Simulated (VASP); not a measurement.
The system is Si5Ge3.

```
CELL_PARAMETERS angstrom
0.00000 5.51363 5.51363
5.51363 0.00000 5.51363
5.51363 5.51363 0.00000
ATOMIC_POSITIONS crystal
Si 0.37500 0.37500 0.37500
Si 0.37500 0.37500 0.87500
Si 0.37500 0.87500 0.37500
Si 0.87500 0.37500 0.37500
Si 0.87500 0.37500 0.87500
Si 0.87500 0.87500 0.37500
Si 0.25000 0.25000 0.25000
Si 0.25000 0.25000 0.75000
Si 0.25000 0.75000 0.75000
Si 0.75000 0.75000 0.25000
Ge 0.37500 0.87500 0.87500
Ge 0.87500 0.87500 0.87500
Ge 0.25000 0.75000 0.25000
Ge 0.75000 0.25000 0.25000
Ge 0.75000 0.25000 0.75000
Ge 0.75000 0.75000 0.75000
```

The cell was built by a generator and needn't be a form met in nature.

```yaml
Program: VASP 6.6.1
Task: relaxation of cell and atoms
Functional: PBE
Potentials_or_basis: VASP PAW PBE potentials, release 64 (Si, Ge_d)
Cutoff: 600 eV
k_mesh: 6 × 6 × 6
Occupations: gaussian, width 0.03 eV
Spin: no spin polarisation
```

At the start: pressure 2.4 GPa; volume 20.95 Å³/atom.

Q: How do energy, volume and symmetry change on relaxing?

A: Over 10 steps the energy falls by 11.4 meV/atom and the volume is 21.54 Å³/atom (+2.8 %); space group C2 (No. 5, to 0.05 Å).

Step by step:
| step | energy change (eV) | largest force (eV/Å) | pressure (GPa) | volume (Å³) |
| --- | --- | --- | --- | --- |
| 1 | 0.0000 | 0.6206 | 2.38 | 335.23 |
| 2 | -0.1533 | 0.1444 | -1.26 | 350.58 |
| 3 | -0.1611 | 0.2094 | -0.73 | 347.68 |
| 4 | -0.1610 | 0.2157 | -0.61 | 347.40 |
| 5 | -0.1822 | 0.0452 | 0.00 | 344.70 |
| 6 | -0.1825 | 0.0231 | 0.07 | 344.33 |
| 7 | -0.1825 | 0.0220 | 0.18 | 344.26 |
| 8 | -0.1824 | 0.0063 | -0.11 | 345.47 |
| 9 | -0.1827 | 0.0154 | -0.02 | 344.74 |
| 10 | -0.1828 | 0.0050 | 0.03 | 344.71 |

Final structure:
```
Si Ge
1.0
     0.00000    5.56515    5.56506
     5.56509   -0.00005    5.56511
     5.56509    5.56519   -0.00005
Si Ge
10 6
Direct
  0.37180 0.37205 0.37803
  0.37045 0.37671 0.87644
  0.37640 0.87644 0.37671
  0.87812 0.37803 0.37205
  0.87961 0.37337 0.87341
  0.87361 0.87341 0.37337
  0.24981 0.25019 0.25019
  0.24840 0.25474 0.74826
  0.25311 0.74689 0.74689
  0.74859 0.74826 0.25474
  0.37162 0.87816 0.87184
  0.87837 0.87184 0.87816
  0.24836 0.74819 0.25497
  0.74995 0.25005 0.25005
  0.74848 0.25497 0.74819
  0.75331 0.74669 0.74669
```
